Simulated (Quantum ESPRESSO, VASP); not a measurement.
This is a calculation of Zr3S2 for VASP 6.6.1. Atoms were shifted at random by some hundredths of an Å from the given cell, which wasn't relaxed again for these runs. The cell comes from a database or a generator and needn't be the stable form of this composition.

The input INCAR:

```
SYSTEM = Zr3S2
  PREC = Accurate
  ENCUT = 520
  EDIFF = 1E-7
  ISMEAR = -1
  SIGMA = 0.05
  LREAL = .False.
  LASPH = .True.
  NELM = 80
  ALGO = Normal
  ISIF = 2
  LWAVE = .False.
  LCHARG = .False.
  GGA = PE
  NBANDS = 32
```

File KPOINTS:

```
regular mesh
0
Gamma
  6 6 6
  0 0 0
```

Contents of POSCAR:

```
Zr3S2
1.0
    2.9025379727      1.6757810799      3.4877732718
   -2.9025379727      1.6757810799      3.4877732718
    0.0000000000     -3.3515621597      3.4877732718
Zr S
3 2
Direct
    0.8451640000      0.4957590000      0.1468560000
    0.4962570000      0.1619030000      0.8477010000
    0.1402330000      0.8567920000      0.4974680000
    0.6568480000      0.6643250000      0.6612470000
    0.3326670000      0.3457420000      0.3378430000
```

Potentials or basis: VASP PAW PBE potentials, release 64 (Zr_sv, S).

The run is started by

```bash
$ cat potpaw_PBE.64/Zr_sv/POTCAR potpaw_PBE.64/S/POTCAR > POTCAR
$ mpirun -np 1 vasp_std > vasp.out
```

**Question.** Set up the same calculation for Quantum ESPRESSO 7.5. Potentials or basis there: SSSP 1.3 efficiency PBE, cutoff 748 eV.

**Answer.** As run (cutoffs and basis follow the program's own potentials, and thresholds, step limits or extra output files can differ):

pw.in

```
&CONTROL
  calculation = 'scf'
  prefix = 'pwscf'
  outdir = './tmp'
  pseudo_dir = './pseudo'
  tprnfor = .true.
  tstress = .true.
  disk_io = 'nowf'
/
&SYSTEM
  ibrav = 0
  nat = 5
  ntyp = 2
  ecutwfc = 55
  ecutrho = 440
  nbnd = 33
  occupations = 'smearing'
  smearing = 'fd'
  degauss = 0.00367493
/
&ELECTRONS
  conv_thr = 1d-09
  electron_maxstep = 120
  mixing_beta = 0.5
/
ATOMIC_SPECIES
Zr    91.2240 Zr_pbe_v1.uspp.F.UPF
S     32.0600 s_pbe_v1.4.uspp.F.UPF
CELL_PARAMETERS angstrom
   2.9025379727    1.6757810799    3.4877732718
  -2.9025379727    1.6757810799    3.4877732718
   0.0000000000   -3.3515621597    3.4877732718
ATOMIC_POSITIONS crystal
Zr     0.8451640000    0.4957590000    0.1468560000
Zr     0.4962570000    0.1619030000    0.8477010000
Zr     0.1402330000    0.8567920000    0.4974680000
S      0.6568480000    0.6643250000    0.6612470000
S      0.3326670000    0.3457420000    0.3378430000
K_POINTS automatic
6 6 6 0 0 0
```

Potentials or basis: SSSP 1.3 efficiency PBE.

Command:

```console
$ OMP_NUM_THREADS=1 pw.x -in pw.in > pw.out
```

Both were run:

|  | VASP | Quantum ESPRESSO |
| --- | --- | --- |
| Pressure | -1.4 GPa | -1.5 GPa |
| Largest force | 0.829 eV/Å | 0.831 eV/Å |

Pressure is positive in compression.
